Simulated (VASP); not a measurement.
# BHSeCl₂: harmonic vibrations of a molecule

BHSeCl₂, molecule in box, 5 atoms in the cell. RevPBE with D3(BJ), harmonic vibrations; PAW potentials Cl, B, Se, H (PBE set).

## Input

INCAR.step1:
```
SYSTEM = BHSeCl2
ALGO     = Normal         ! electronic algorithm
EDIFF    = 1E-8           ! SCF threshold, eV
EDIFFG   = -0.002         ! ionic threshold
ENCUT    = 350            ! plane-wave cutoff, eV
GGA      = RE             ! functional
IBRION   = 2              ! ionic algorithm
ISIF     = 2              ! what is computed and relaxed
ISMEAR   = 0              ! smearing method
ISYM     = 0            
IVDW     = 12             ! dispersion correction
LASPH    = .True.         ! aspherical terms in the spheres
LCHARG   = .False.        ! write CHGCAR
LREAL    = .False.        ! projectors in reciprocal space
LWAVE    = .False.        ! write WAVECAR
NELM     = 100            ! most SCF steps
NSW      = 60             ! ionic steps
POTIM    = 0.5            ! step
PREC     = Accurate       ! precision mode
SIGMA    = 0.01           ! smearing width, eV
```

INCAR.step2, as INCAR.step1 but for:
```
- EDIFFG = -0.002
- IBRION = 2
- ISIF = 2
- NSW = 60
- POTIM = 0.5
+ IBRION = 5
+ NFREE = 2
+ NSW = 1
+ POTIM = 0.015
```

KPOINTS:
```
k-points
0
Gamma
  1 1 1
```

POSCAR.step1:
```
BHSeCl2
1.0
   12.0000000000      0.0000000000      0.0000000000
    0.0000000000     13.0000000000      0.0000000000
    0.0000000000      0.0000000000     13.0000000000
Cl B Se H
2 1 1 1
Direct
    0.5305458300      0.5231000000      0.6193730800
    0.5965708300      0.3684153800      0.4572961500
    0.5261291700      0.4805846200      0.4922346200
    0.4458208300      0.5523846200      0.3858576900
    0.4055958300      0.6348153800      0.4535346200
```

Commands (each step's output is kept before the next begins):
```
cat potpaw_PBE.64/Cl/POTCAR potpaw_PBE.64/B/POTCAR potpaw_PBE.64/Se/POTCAR potpaw_PBE.64/H/POTCAR > POTCAR
cp INCAR.step1 INCAR
cp POSCAR.step1 POSCAR
mpirun -np 4 vasp_gam > vasp.out
cp CONTCAR POSCAR
cp INCAR.step2 INCAR
mpirun -np 4 vasp_gam > vasp.out
```

## Result

- Vibrations (cm⁻¹; a negative value is imaginary): 2352, 936, 862, 692, 404, 385, 333, 208, 179
- Zero-point energy (eV): 0.394
- Translations and rotations, which should read zero (cm⁻¹): -5, -4, -1, 2, 6, 7
- Vibrational entropy at 298 K (meV/K): 0.356
- Displaced cells: 30
- Ionic steps, all stages: 53
- Electronic steps, all stages: 913

VASP 6.6.1 took 1010 s on 4 cores (Intel Xeon Platinum 8259CL @ 2.50GHz (Skylake/Cascade Lake)), a shared host.
